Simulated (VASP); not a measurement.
Crystal: TeRu.

```
Ru Te
1.0
     0.00000    3.11393    3.11393
     3.11393    0.00000    3.11393
     3.11393    3.11393    0.00000
Ru Te
1 1
Direct
  0.00000 0.00000 0.00000
  0.25000 0.25000 0.25000
```

The cell comes from a database or a generator and needn't be the stable form of this composition.

Base run:

| Quantity | Value |
| --- | --- |
| Program | VASP 6.6.1 |
| Functional | PBEsol |
| Potentials or basis | VASP PAW PBE potentials, release 64 (Ru_pv, Te) |
| Cutoff | 520 eV |
| k mesh | 5 × 5 × 5 |
| Occupations | gaussian, width 0.05 eV |
| Spin | collinear spin, random start |
| Starting moments | [-0.57, 0.0] μB |
| Hubbard terms | Ru d U = 6 eV |

Its results: band gap on the k mesh none (metal or under the smearing width); pressure -0.5 GPa; net moment -2.00 μB per cell; site moments Ru -2.15; Te +0.28 μB.

Task: The run is repeated on the same cell with these changes: hubbard terms from Ru d U = 6 eV to Ru d U = 2 eV; moments at the start from [-0.57, 0.0] to [-0.3, 0.0]. What comes out?

Result: Band gap on the k mesh none (metal or under the smearing width); pressure -13.4 GPa; net moment -0.16 μB per cell; site moments Ru -0.18; Te +0.02 μB.

Caveats: the PAW data sets were made with another functional, which shifts forces and pressure a little; the U is typed as a test and isn't derived for this compound.
